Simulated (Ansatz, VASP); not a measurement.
InCo2N2: VASP beside Ansatz

```xyz
5
Lattice="2.7260 -1.5805 0.0000 2.7260 1.5805 0.0000 -1.9523 0.0000 7.5447" Properties=species:S:1:pos:R:3 pbc="T T T"
In    1.7498    0.0000    3.7723
Co    1.8207    0.0000    0.8156
Co    1.6790    0.0000    6.7291
N    -0.1374    0.0000    6.3752
N     3.6370    0.0000    1.1695
```

Alike in both runs: task single point; functional PBE; k mesh 4 × 4 × 1; occupations gaussian, width 0.1 eV; collinear spin.

|  | VASP | Ansatz |
| --- | --- | --- |
| version | VASP 6.6.1 | Ansatz 0.2.0 |
| potentials or method | VASP PAW PBE potentials, release 64 (In_d, Co, N) | scalar-relativistic, plane waves, PAW |
| plane-wave cutoff (eV) | 520 | 420 |
| valence electrons in the cell | 41 | 57 |

VASP gave:

| Property | Result |
| --- | --- |
| gap on the k mesh at the Fermi level (eV) | none |
| pressure (GPa) | 0.4 |
| largest component of the traceless stress (GPa) | 2.20 |
| rms of the force components (eV/Å) | 0.167 |
| net moment per atom (μB) | 0.07 |
| size of the moment on the site where the two differ most (μB) | 0.03 |

What did Ansatz give for the same quantities?

gap on the k mesh at the Fermi level (eV): none; pressure (GPa): 0.5; largest component of the traceless stress (GPa): 2.39; rms of the force components (eV/Å): 0.164; net moment per atom (μB): 0.07; size of the moment on the site where the two differ most (μB): 0.03.

Site moments also hang on the region over which each program counts them. Atom by atom the forces differ by 0.008 eV/Å (rms over components). A gap of «none» marks a metal or a gap that the smearing closes. The two sets of potentials don't hold the same shells in valence.

Caveats: the k mesh is coarse (spacing up to 0.83 Å⁻¹), so the values aren't converged. With open d or f shells a metallic result of PBE can be an artefact of self-interaction; +U or a hybrid may open a gap.
